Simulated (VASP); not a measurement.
Computed with optB88-vdW, VASP's PBE PAW potentials (set 64) (plane waves; VASP).

The input files of a VASP run:

### POSCAR
```
TiB2
1.0
  1.5103582643  -2.6160172778   0.0000000000
  1.5103582643   2.6160172778   0.0000000000
  0.0000000000   0.0000000000   3.1819276551
Ti B
1 2
Cartesian
  1.5103582643   2.6160172778   3.1819276551
  1.5103582643   0.8720075033   1.5909638275
  1.5103582643  -0.8720075033   1.5909638275
```

**KPOINTS**
```
Automatic mesh
0
Gamma
11 11 9
0 0 0
```

**INCAR**
```
EDIFFG=-0.02   ! ionic stop
PREC=Accurate
ENCUT=520   ! plane-wave cut-off (eV)
LWAVE=F
AGGAC=0.0
LCHARG=F
ISIF=3   ! ions, shape and volume
PARAM1=0.1833333333
LREAL=F   ! projection in real space or not
ISMEAR=1   ! Methfessel-Paxton
PARAM2=0.22
LASPH=T   ! aspherical one-centre terms
ALGO=Normal   ! blocked Davidson
SYSTEM=TiB2
EDIFF=1E-6   ! SCF stop (eV)
LUSE_VDW=T
NELM=100
IBRION=2
SIGMA=0.1
NSW=60   ! most ionic steps
LMAXMIX=4   ! l cut-off of mixed one-centre charges
GGA=BO
```

POTCAR, in this order: Ti_sv B (PBE.64 set). Program: vasp_std.

The run wrote:

File OSZICAR:
```
       N       E                     dE             d eps       ncg     rms          rms(c)
DAV:   1     0.131751892888E+03    0.13175E+03   -0.94475E+03  2080   0.158E+03
DAV:   2    -0.154140062614E+02   -0.14717E+03   -0.14333E+03  2135   0.391E+02
DAV:   3    -0.246697710942E+02   -0.92558E+01   -0.90863E+01  2982   0.937E+01
DAV:   4    -0.249959087173E+02   -0.32614E+00   -0.32579E+00  2698   0.161E+01
DAV:   5    -0.250078395056E+02   -0.11931E-01   -0.11930E-01  3020   0.260E+00    0.169E+01
DAV:   6    -0.198548075192E+02    0.51530E+01   -0.26803E+01  2755   0.594E+01    0.395E+00
DAV:   7    -0.198729324141E+02   -0.18125E-01   -0.18221E+00  2362   0.166E+01    0.346E+00
DAV:   8    -0.198818315696E+02   -0.88992E-02   -0.16782E-01  2946   0.374E+00    0.794E-01
DAV:   9    -0.198773518560E+02    0.44797E-02   -0.70300E-02  2714   0.365E+00    0.375E-01
DAV:  10    -0.198762554451E+02    0.10964E-02   -0.55913E-03  2636   0.104E+00    0.572E-02
DAV:  11    -0.198762579663E+02   -0.25212E-05   -0.45227E-04  2954   0.268E-01    0.391E-02
DAV:  12    -0.198762501156E+02    0.78506E-05   -0.56306E-05  2568   0.101E-01    0.100E-02
DAV:  13    -0.198762503557E+02   -0.24006E-06   -0.10912E-05  2598   0.450E-02    0.339E-03
DAV:  14    -0.198762499937E+02    0.36199E-06   -0.33322E-07  1225   0.827E-03
   1 F= -.19876250E+02 E0= -.19876058E+02  d E =-.198762E+02
       N       E                     dE             d eps       ncg     rms          rms(c)
DAV:   1    -0.202313648719E+02   -0.35511E+00   -0.77953E+00  2769   0.450E+01    0.577E+00
DAV:   2    -0.199284172805E+02    0.30295E+00   -0.24035E+00  2594   0.217E+01    0.131E+00
DAV:   3    -0.198748764272E+02    0.53541E-01   -0.22611E-01  2738   0.563E+00    0.487E-01
DAV:   4    -0.198768542153E+02   -0.19778E-02   -0.51779E-02  2692   0.167E+00    0.274E-01
DAV:   5    -0.198816283558E+02   -0.47741E-02   -0.72193E-03  3247   0.644E-01    0.204E-01
DAV:   6    -0.198827446123E+02   -0.11163E-02   -0.28177E-03  2860   0.462E-01    0.476E-02
DAV:   7    -0.198827490284E+02   -0.44161E-05   -0.32333E-04  2541   0.133E-01    0.489E-02
DAV:   8    -0.198827686915E+02   -0.19663E-04   -0.12770E-04  2585   0.127E-01    0.163E-02
DAV:   9    -0.198827683279E+02    0.36353E-06   -0.99344E-06  2380   0.285E-02
   2 F= -.19882768E+02 E0= -.19882636E+02  d E =-.651833E-02
       N       E                     dE             d eps       ncg     rms          rms(c)
DAV:   1    -0.199457764553E+02   -0.63008E-01   -0.13092E+00  2687   0.181E+01    0.227E+00
DAV:   2    -0.198938780168E+02    0.51898E-01   -0.30811E-01  2564   0.807E+00    0.492E-01
DAV:   3    -0.198878210119E+02    0.60570E-02   -0.26293E-02  2713   0.188E+00    0.214E-01
DAV:   4    -0.198879806010E+02   -0.15959E-03   -0.89830E-03  2809   0.789E-01    0.129E-01
DAV:   5    -0.198888169735E+02   -0.83637E-03   -0.14159E-03  3013   0.328E-01    0.207E-02
DAV:   6    -0.198888840579E+02   -0.67084E-04   -0.27699E-04  2868   0.972E-02    0.193E-02
DAV:   7    -0.198888924088E+02   -0.83508E-05   -0.58790E-05  2509   0.782E-02    0.325E-02
DAV:   8    -0.198888949768E+02   -0.25680E-05   -0.21763E-05  2255   0.649E-02    0.163E-03
DAV:   9    -0.198888942354E+02    0.74132E-06   -0.11341E-06  1552   0.104E-02
   3 F= -.19888894E+02 E0= -.19888736E+02  d E =-.126442E-01
       N       E                     dE             d eps       ncg     rms          rms(c)
DAV:   1    -0.198942636229E+02   -0.53686E-02   -0.19143E-01  2220   0.722E+00    0.497E-01
DAV:   2    -0.198913237985E+02    0.29398E-02   -0.16690E-02  2196   0.166E+00    0.256E-01
DAV:   3    -0.198904812319E+02    0.84257E-03   -0.14606E-03  2507   0.496E-01    0.124E-01
DAV:   4    -0.198902344501E+02    0.24678E-03   -0.59385E-04  3263   0.264E-01    0.258E-02
DAV:   5    -0.198902358742E+02   -0.14241E-05   -0.51783E-05  2377   0.817E-02    0.813E-03
DAV:   6    -0.198902345953E+02    0.12789E-05   -0.45757E-06  2347   0.238E-02    0.288E-03
DAV:   7    -0.198902342185E+02    0.37685E-06   -0.34740E-07  1085   0.740E-03
   4 F= -.19890234E+02 E0= -.19890107E+02  d E =-.133998E-02
```

**OUTCAR**
```
------------------------ aborting loop because EDIFF is reached ----------------------------------------
  FORCE on cell =-STRESS in cart. coord.  units (eV):
  Direction    XX          YY          ZZ          XY          YZ          ZX
  --------------------------------------------------------------------------------------
  Total        0.0331815      0.0331815     -0.0211485      0.0000000     -0.0000000      0.0000000
  in kB        2.0667526      2.0667526     -1.3172625      0.0000000     -0.0000000      0.0000000
  external PRESSURE =       0.9387476 kB  Pullay stress =       0.0000000 kB
  volume of cell :       25.72
      direct lattice vectors                 reciprocal lattice vectors
     1.513795332 -2.621970454  0.000000000     0.330295641 -0.190696275  0.000000000
     1.513795332  2.621970454 -0.000000000     0.330295641  0.190696275 -0.000000000
     0.000000000  0.000000000  3.240355427     0.000000000  0.000000000  0.308608121
 POSITION                                       TOTAL-FORCE (eV/Angst)
 -----------------------------------------------------------------------------------
      3.02759      0.00000      3.24036        -0.000000     -0.000000      0.000000
      1.51380      0.87399      1.62018        -0.000000     -0.000000     -0.000000
      1.51380     -0.87399      1.62018         0.000000      0.000000      0.000000
 -----------------------------------------------------------------------------------
    total drift:                                0.000000      0.000000     -0.000000
  FREE ENERGIE OF THE ION-ELECTRON SYSTEM (eV)
  ---------------------------------------------------
  free  energy   TOTEN  =       -19.8902342185 eV

  energy  without entropy=      -19.8898533577  energy(sigma->0) =      -19.89010726

 reached required accuracy - stopping structural energy minimisation
```
(Selected blocks of OUTCAR.)

File CONTCAR:
```
TiB2
   1.00000000000000
     1.5137953323081716   -2.6219704543960676    0.0000000000000000
     1.5137953323081716    2.6219704543960676   -0.0000000000000000
     0.0000000000000000    0.0000000000000000    3.2403554269096548
  Ti              B
     1     2
Direct
     1.0000000000000000    1.0000000000000000    1.0000000000000000
     0.3333330000000032    0.6666669999999968    0.5000000000000000
     0.6666669999999968    0.3333330000000032    0.5000000000000000
```

**OUTCAR**
```
 val. band max:        9.8039105688   @ k =   0.1818   0.1818   0.1111

 cond. band min:       9.8568098400   @ k =   0.0909   0.0000   0.3333


 Fermi energy:         9.8354981624

 k-point     1 :       0.0000    0.0000    0.0000
  band No.  band energies     occupation
      1     -47.0404      2.00000
      2     -23.5016      2.00000
      3     -23.1836      2.00000
      4     -23.1836      2.00000
      5      -3.5041      2.00000
      6       7.2821      2.00000
      7       7.2822      2.00000
      8       7.5333      2.00000
      9       7.8193      2.00000
     10      11.6775     -0.00000
     11      11.6776     -0.00000
     12      13.3704      0.00000
     13      13.3704      0.00000

 k-point     2 :       0.0909    0.0000    0.0000
  band No.  band energies     occupation
      1     -47.0361      2.00000
      2     -23.4962      2.00000
      3     -23.2162      2.00000
      4     -23.1910      2.00000
      5      -3.3469      2.00000
      6       6.8370      2.00000
      7       7.2538      2.00000
      8       7.4084      2.00000
      9       7.9005      2.00000
     10      11.6320     -0.00000
     11      11.9479      0.00000
     12      12.8327      0.00000
     13      12.9324      0.00000

 k-point     3 :       0.1818    0.0000    0.0000
  band No.  band energies     occupation
      1     -47.0245      2.00000
      2     -23.4817      2.00000
      3     -23.3027      2.00000
      4     -23.2108      2.00000
      5      -2.8858      2.00000
      6       5.7184      2.00000
      7       7.1407      2.00000
      8       7.1506      2.00000
      9       8.0669      2.00000
     10      11.5124     -0.00000
     11      12.1001      0.00000
     12      12.4226      0.00000
     13      12.5867      0.00000

 k-point     4 :       0.2727    0.0000    0.0000
  band No.  band energies     occupation
      1     -47.0092      2.00000
      2     -23.4627      2.00000
      3     -23.4143      2.00000
...
```

Energy and stress use the plane-wave basis of the starting cell.

The compound is TiB2 in the AlB2 type structure. This run relaxes it. Symmetry was kept, so distortions that lower it aren't found.
